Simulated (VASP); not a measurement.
Consider the following.

```xyz
3
Lattice="0.0000 3.4846 3.4846 3.4846 0.0000 3.4846 3.4846 3.4846 0.0000" Properties=species:S:1:pos:R:3 pbc="T T T"
Sr     0.0000     0.0000     0.0000
Cl     1.7423     1.7423     1.7423
Cl     5.2269     5.2269     5.2269
```

Method: PBE GGA, VASP's PBE PAW potentials (set 64) (plane waves; VASP 6.6.1). Run with 520 eV cut-off, 6×6×6 Γ-centred mesh, Gaussian smearing of 0.050 eV, potentials Sr_sv Cl.

Task: The job: SrCl₂ (fluorite), 3 atoms, PBE, static run, 520 eV, 6×6×6 Γ-centred mesh. Roughly how much core time does it take on a busy server core?

Result: About 30 core-seconds (one run on a shared machine, a rough figure). It had 16 irreducible k-points, 16 bands, up to 2301 plane waves and 15 electronic steps.

The compound is SrCl2 in the fluorite structure. This cell is one point of a volume scan, at 0.97 of the reference volume.
